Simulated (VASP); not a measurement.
These are PBE GGA with D3 dispersion (zero damping), VASP's PBE PAW potentials (set 64) (plane waves; VASP) values and carry that method's errors.

The input files of a VASP run:

**POSCAR**
```
Si
1
    0.0000000000     2.7155000000     2.7155000000
    2.7155000000     0.0000000000     2.7155000000
    2.7155000000     2.7155000000     0.0000000000
Si
2
Direct
  0.0000000000   0.0000000000   0.0000000000
  0.2500000000   0.2500000000   0.2500000000
```

### INCAR
```
! general
SYSTEM = Si
PREC   = Accurate
ENCUT  = 520   ! plane-wave cut-off (eV)
LREAL  = F
LASPH  = T

! electronic loop
EDIFF  = 1E-6   ! SCF stop (eV)
NELM   = 100
ALGO   = Normal

! smearing
ISMEAR = 0   ! Gaussian
SIGMA  = 0.05

! functional
GGA    = PE   ! PBE
IVDW   = 11   ! D3, zero damping

! ions
IBRION = 2   ! conjugate gradients
NSW    = 60   ! most ionic steps
ISIF   = 3   ! ions, shape and volume
EDIFFG = -0.01   ! ionic stop

! output
LWAVE  = F
LCHARG = F
```

File KPOINTS:
```
Automatic mesh
0
Gamma
8 8 8
0 0 0
```

POTCAR, in this order: Si (PBE.64 set). Program: vasp_std.

Problem. Estimate the energy per atom (σ→0), dispersion energy, volume per atom.

Solution. 
```
Quantity                       Result
---------------------  --------------
energy per atom (σ→0)  -5.569 eV/atom
dispersion energy           -0.293 eV
volume per atom         20.27 Å³/atom
```

File OSZICAR:
```
...
DAV:   6    -0.108460115666E+02   -0.19014E-06   -0.46042E-08   296   0.212E-03
   2 F= -.11137333E+02 E0= -.11137333E+02  d E =-.968741E-03
       N       E                     dE             d eps       ncg     rms          rms(c)
DAV:   1    -0.108455571181E+02    0.45426E-03   -0.14638E-02   560   0.693E-01    0.117E-01
DAV:   2    -0.108453136796E+02    0.24344E-03   -0.20687E-04   568   0.100E-01    0.706E-02
DAV:   3    -0.108451911126E+02    0.12257E-03   -0.26817E-04   552   0.837E-02    0.233E-02
DAV:   4    -0.108451916408E+02   -0.52819E-06   -0.26055E-06   560   0.146E-02
   3 F= -.11138077E+02 E0= -.11138077E+02  d E =-.171289E-02
```

The compound is Si in the diamond structure. This run relaxes it. Symmetry was kept, so distortions that lower it aren't found.
